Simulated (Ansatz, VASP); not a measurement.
# One calculation of B2Br, two programs

```
B Br
1.0
     3.10011    0.00000    0.00000
    -1.55005    2.68477    0.00000
     0.00000    0.00000   10.40266
B Br
4 2
Cartesian
  0.0000 0.0000 4.4034
  0.0000 0.0000 5.9992
  1.5501 0.8949 -0.0012
  0.0000 1.7898 10.4038
  1.5501 0.8949 3.0675
  0.0000 1.7898 7.3351
```

Alike in both runs: functional PBE; k mesh 9 × 9 × 3; no spin polarisation.

Ansatz relaxed the structure, and its values are those at the end. VASP's run is a single point on that final structure, the one shown.

```csv
,VASP,Ansatz
version,VASP 6.6.1,Ansatz 0.2.0
potentials or method,"VASP PAW PBE potentials, release 64 (B, Br)",PAW plane waves
plane-wave cutoff (eV),520,420
occupations,"fermi-dirac, width 0.1 eV",fermi-dirac
valence electrons in the cell,26,26
```

|  | VASP | Ansatz | Ansatz less VASP |
| --- | --- | --- | --- |
| pressure (GPa) | 0.0 | 0.0 | -0.01 |

Ansatz warned: «structure_snapped_to_symmetry».

Caveats: this functional lacks dispersion, which binds the layers, so the pressure and a relaxed spacing across them are unreliable.
